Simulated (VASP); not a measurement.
# Quasiparticle energies of Selenium in VASP, part 3 of 4

Wanted: how far GW moves the Kohn-Sham levels of Selenium. The cell has space group P3_121. The start is a cell from a database of measured crystal structures.

VASP 6.6.1, plane waves and PAW; the level of theory is named at each step.

So far, quasiparticle gap on the mesh (eV): step 4 (evGW0) 2.09.

## (5) Orbitals for another starting point

This step: PBE; plane waves and PAW (Se_GW) (VASP 6.6.1).

A hybrid converges faster from good orbitals, so a cheap PBE run writes WAVECAR first.

File INCAR:

```
SYSTEM = Se
PREC = Accurate
ENCUT = 300
EDIFF = 1E-05
NELM = 100
ISMEAR = 0
SIGMA = 0.01
LREAL = .FALSE.
ALGO = Normal
GGA = PE
NBANDS = 15
LORBIT = 11
LWAVE = .TRUE.
LCHARG = .FALSE.
KPAR = 4
NCORE = 2
```

File POSCAR:

```
Se
1.0
    4.3662000000      0.0000000000      0.0000000000
   -2.1831000000      3.7812401180      0.0000000000
    0.0000000000      0.0000000000      4.9536000000
Se
3
Direct
    0.2254000000      0.0000000000      0.3333333333
    0.0000000000      0.2254000000      0.6666666667
    0.7746000000      0.7746000000      0.0000000000
```

File KPOINTS:

```
Automatic mesh
0
Gamma
3 3 4
0 0 0
```

The projector-augmented-wave data sets are Se_GW (PBE family, release 64).

Run with:

```bash
> mpirun -np 8 vasp_std
```

What it wrote:

```text
[banner, memory and clock lines left out]
running    8 mpi-ranks, on    1 nodes
 distrk:  each k-point on    2 cores,    4 groups
 distr:  one band on    2 cores,    1 groups

 POSCAR found type information on POSCAR Se
 POSCAR found :  1 types and       3 ions
 LDA part: xc-table for (Slater+PW92), standard interpolation
 POSCAR, INCAR and KPOINTS ok, starting setup
 FFT: planning ... GRIDC
 FFT: planning ... GRID_SOFT
 FFT: planning ... GRID
 WAVECAR not read
 entering main loop
       N       E                     dE             d eps       ncg     rms          rms(c)
DAV:   1     0.627661620017E+02    0.62766E+02   -0.52470E+03   300   0.636E+02
DAV:   2    -0.618431440222E+01   -0.68950E+02   -0.66281E+02   434   0.135E+02
DAV:   3    -0.104542607824E+02   -0.42699E+01   -0.42587E+01   335   0.393E+01
DAV:   4    -0.105444369557E+02   -0.90176E-01   -0.90168E-01   422   0.595E+00
DAV:   5    -0.105464789483E+02   -0.20420E-02   -0.20420E-02   335   0.754E-01    0.265E+00
DAV:   6    -0.104744473892E+02    0.72032E-01   -0.41773E-02   335   0.133E+00    0.154E+00
DAV:   7    -0.104498171876E+02    0.24630E-01   -0.69849E-02   342   0.168E+00    0.173E-01
DAV:   8    -0.104501517892E+02   -0.33460E-03   -0.90463E-03   328   0.591E-01    0.484E-02
DAV:   9    -0.104502336827E+02   -0.81894E-04   -0.30528E-04   405   0.129E-01    0.270E-02
DAV:  10    -0.104502627513E+02   -0.29069E-04   -0.63464E-05   342   0.546E-02    0.407E-03
DAV:  11    -0.104502641325E+02   -0.13813E-05   -0.82082E-06   269   0.187E-02
   1 F= -.10450264E+02 E0= -.10450264E+02  d E =-.234522E-14
 writing wavefunctions
```

It took 1.4 s on 8 MPI ranks of Intel Xeon 6975P-C (Granite Rapids), shared host; peak memory 1 GiB; 6.6 s of CPU time.

OUTCAR, selected parts (step 5):

```text
   k-points           NKPTS =     10   k-points in BZ     NKDIM =     10   number of bands    NBANDS=     15

   NELECT =      18.0000    total number of electrons

 E-fermi :   2.5177

 k-point     1 :       0.0000    0.0000    0.0000
  band No.  band energies     occupation
    ...
      5      -1.1633      2.00000
      6      -1.0864      2.00000
      7       0.6328      2.00000
      8       0.6328      2.00000
      9       2.2720      2.00000
     10       4.5459      0.00000
     11       4.5459      0.00000
     12       4.8362      0.00000
     13       8.8290      0.00000
     14       9.1636      0.00000
    ...

  Total        1.1721436      1.1721436      2.1017048      0.0000000      0.0000000      0.0000000
  in kB       22.9632093     22.9632093     41.1740402      0.0000000      0.0000000      0.0000000
  external PRESSURE =      29.0334863 kB  Pullay stress =       0.0000000 kB

 POSITION                                       TOTAL-FORCE (eV/Angst)
 -----------------------------------------------------------------------------------
      0.98414      0.00000      1.65120         0.430338      0.000000     -0.000000
     -0.49207      0.85229      3.30240        -0.215169      0.372684      0.000000
      1.69103      2.92895      0.00000        -0.215169     -0.372684     -0.000000
 -----------------------------------------------------------------------------------
    total drift:                                0.000003      0.000005     -0.000000

  FREE ENERGIE OF THE ION-ELECTRON SYSTEM (eV)
  ---------------------------------------------------
  free  energy   TOTEN  =       -10.4502641325 eV

  energy  without entropy=      -10.4502641325  energy(sigma->0) =      -10.45026413

[... 9 parts as in an earlier step ...]

[... 7 further parts left out ...]
```

This step gave:

| Property | Result |
| --- | --- |
| Fermi energy | 2.518 eV |
| pressure | 2.903 GPa |
| gap on the k-mesh | 1.216 eV |
| least direct gap on the k-mesh | 1.216 eV |

The run ends at a pressure of 2.90 GPa, with forces up to 0.43 eV/Å.

## (6) Another starting point

This step: HSE06; plane waves and PAW (Se_GW) (VASP 6.6.1).

To see how much the result owes to its start, the ground state is made again with HSE06. A small SIGMA keeps every occupation at zero or full.

File INCAR:

```
SYSTEM = Se
PREC = Accurate
ENCUT = 300
EDIFF = 1E-08
NELM = 100
ISMEAR = 0
SIGMA = 0.01
LREAL = .FALSE.
ALGO = Normal
LHFCALC = .TRUE.
AEXX = 0.25
GGA = PE
HFSCREEN = 0.2
LASPH = .TRUE.
NBANDS = 15
PRECFOCK = Fast
LORBIT = 11
LWAVE = .TRUE.
LCHARG = .FALSE.
KPAR = 4
```

POSCAR is that of step 5.

KPOINTS is that of step 5.

The WAVECAR or CHGCAR of an earlier step is read.

Run with:

```bash
> mpirun -np 8 vasp_std
```

What it wrote:

```text
[banner, memory and clock lines left out]
running    8 mpi-ranks, on    1 nodes
 distrk:  each k-point on    2 cores,    4 groups
 distr:  one band on    1 cores,    2 groups

 POSCAR found type information on POSCAR Se
 POSCAR found :  1 types and       3 ions
 [... a notice as in an earlier step ...]

 LDA part: xc-table for (Slater+PW92), standard interpolation
 [... a notice as in an earlier step ...]

 found WAVECAR, reading the header
  number of bands has changed, file:    15 present:    16
  trying to continue reading WAVECAR, but it might fail
 POSCAR, INCAR and KPOINTS ok, starting setup
 FFT: planning ... GRIDC
 FFT: planning ... GRID_SOFT
 FFT: planning ... GRID
 reading WAVECAR
 random initialization beyond band           15
 the WAVECAR file was read successfully
 initial charge from wavefunction
 entering main loop
       N       E                     dE             d eps       ncg     rms          rms(c)
DAV:   1    -0.132355533834E+02   -0.13236E+02   -0.44770E-01   320   0.402E+00    0.452E-01
DAV:   2    -0.132467576399E+02   -0.11204E-01   -0.41355E-02   336   0.126E+00    0.355E-01
DAV:   3    -0.132451506765E+02    0.16070E-02   -0.19000E-03   408   0.260E-01    0.220E-01
DAV:   4    -0.132445376718E+02    0.61300E-03   -0.57315E-04   408   0.141E-01    0.126E-01
DAV:   5    -0.132443612115E+02    0.17646E-03   -0.14494E-04   440   0.711E-02    0.717E-02
DAV:   6    -0.132443080159E+02    0.53196E-04   -0.34675E-05   424   0.349E-02    0.410E-02
DAV:   7    -0.132442925774E+02    0.15438E-04   -0.10596E-05   416   0.195E-02    0.236E-02
DAV:   8    -0.132442885782E+02    0.39992E-05   -0.33839E-06   432   0.111E-02    0.136E-02
DAV:   9    -0.132442878373E+02    0.74088E-06   -0.10509E-06   424   0.628E-03    0.797E-03
DAV:  10    -0.132442878814E+02   -0.44148E-07   -0.33958E-07   416   0.364E-03    0.468E-03
DAV:  11    -0.132442880626E+02   -0.18115E-06   -0.11796E-07   424   0.219E-03    0.277E-03
DAV:  12    -0.132442882090E+02   -0.14639E-06   -0.43939E-08   416   0.136E-03    0.164E-03
DAV:  13    -0.132442883060E+02   -0.96996E-07   -0.15811E-08   336   0.862E-04    0.993E-04
DAV:  14    -0.132442883637E+02   -0.57702E-07   -0.86876E-09   320   0.662E-04    0.597E-04
DAV:  15    -0.132442883992E+02   -0.35496E-07   -0.35488E-09   288   0.431E-04    0.365E-04
DAV:  16    -0.132442884180E+02   -0.18832E-07   -0.19190E-09   240   0.312E-04    0.222E-04
DAV:  17    -0.132442884295E+02   -0.11477E-07   -0.85246E-10   232   0.208E-04    0.138E-04
DAV:  18    -0.132442884345E+02   -0.50643E-08   -0.44516E-10   224   0.148E-04
   1 F= -.13244288E+02 E0= -.13244288E+02  d E =-.167541E-15
 writing wavefunctions
```

The job ended after 16 s (8 MPI ranks; peak memory 1.8 GiB; 2.1 min of CPU time).

From OUTCAR (step 6):

```text
   k-points           NKPTS =     10   k-points in BZ     NKDIM =     36   number of bands    NBANDS=     16

   NELECT =      18.0000    total number of electrons

  exchange ACFDT corr.  =         0.00000000  see jH, gK, PRB 81, 115126

 E-fermi :   1.9571

 k-point     1 :       0.0000    0.0000    0.0000
  band No.  band energies     occupation
    ...
      5      -1.9001      2.00000
      6      -1.8702      2.00000
      7      -0.2051      2.00000
      8      -0.2051      2.00000
      9       1.5627      2.00000
     10       4.9161      0.00000
     11       4.9161      0.00000
     12       5.2129      0.00000
     13       9.2183      0.00000
     14       9.5187      0.00000
    ...

 POSITION                                       TOTAL-FORCE (eV/Angst)
 -----------------------------------------------------------------------------------
      0.98414      0.00000      1.65120        -0.166501     -0.000000      0.000000
     -0.49207      0.85229      3.30240         0.083250     -0.144194     -0.000000
      1.69103      2.92895      0.00000         0.083250      0.144194     -0.000000
 -----------------------------------------------------------------------------------
    total drift:                                0.000002      0.000003     -0.000000

  FREE ENERGIE OF THE ION-ELECTRON SYSTEM (eV)
  ---------------------------------------------------
  free  energy   TOTEN  =       -13.2442884345 eV

  energy  without entropy=      -13.2442884345  energy(sigma->0) =      -13.24428843

[... 8 parts as in an earlier step ...]

[... 8 further parts left out ...]
```

The k-mesh is coarse for exact exchange; levels may shift by about 0.1 eV on a finer one. The PAW data sets were made with PBE, which is usual practice but a small mismatch for other functionals.

This step gave:

```yaml
free_energy_toten: -13.24 eV
fermi_energy: 1.957 eV
gap_on_the_k_mesh: 2.068 eV
least_direct_gap_on_the_k_mesh: 2.068 eV
```

## (7) Empty bands, functional HSE06

The next step needs empty bands that the ground-state run didn't converge, so the Hamiltonian is diagonalised exactly for NBANDS bands, in a single step. LOPTICS writes the k-derivatives of the orbitals (WAVEDER), which give the long-wavelength limit of the screening.

File INCAR:

```
SYSTEM = Se
PREC = Accurate
ENCUT = 300
ISMEAR = 0
SIGMA = 0.01
LREAL = .FALSE.
LHFCALC = .TRUE.
AEXX = 0.25
GGA = PE
HFSCREEN = 0.2
LASPH = .TRUE.
NBANDS = 528
PRECFOCK = Fast
ALGO = Exact
NELM = 1
LWAVE = .TRUE.
LCHARG = .FALSE.
LOPTICS = .TRUE.
NEDOS = 1000
CSHIFT = 0.1
```

POSCAR is that of step 6.

KPOINTS is that of step 6.

The WAVECAR or CHGCAR of an earlier step is read.

Run with:

```bash
> mpirun -np 8 vasp_std
```

What it wrote:

```text
[... set-up lines as in an earlier step ...]
 entering main loop
       N       E                     dE             d eps       ncg     rms          rms(c)
DIA:   1    -0.132442884455E+02   -0.13244E+02    0.00000E+00     0   0.000E+00
   1 F= -.13244288E+02 E0= -.13244288E+02  d E =-.266694E-73
 writing wavefunctions
 optical routines
 imaginary and real dielectric function
 recalculating local potential from charge density
 direction            1
 direction            2
 direction            3
```

Elapsed: 60 s, on 8 MPI ranks; peak memory 2.1 GiB; 7.9 min of CPU time.

From OUTCAR (step 7):

```text
 POSITION                                       TOTAL-FORCE (eV/Angst)
 -----------------------------------------------------------------------------------
      0.98414      0.00000      1.65120        -0.166506     -0.000000     -0.000000
     -0.49207      0.85229      3.30240         0.083253     -0.144199      0.000000
      1.69103      2.92895      0.00000         0.083253      0.144199      0.000000
 -----------------------------------------------------------------------------------
    total drift:                                0.000002      0.000003     -0.000000

  FREE ENERGIE OF THE ION-ELECTRON SYSTEM (eV)
  ---------------------------------------------------
  free  energy   TOTEN  =       -13.2442884455 eV

  energy  without entropy=      -13.2442884455  energy(sigma->0) =      -13.24428845

[... 2 parts as in an earlier step ...]

[... 1 further part left out ...]
[key lines of the parts left out:]
E-fermi :   2.0306
```

(Continued in part 4 of 4.)

[Lines on the potential files, build, host, timing and source positions are cut from VASP's logs without a mark.]

[Logs are printed without paths, hosts, clocks, repeated set-up lines and the standing remarks that a program may print on its own settings, such as how far it seeks lower states.]

[Hosts, paths, dates, database ids (printed as entryN), source tags and the programs' standing remarks are cut or masked in the printed files.]

[Pressures printed for these runs are not shown converged in the cutoff: they can be off by several GPa and have the wrong sign.]
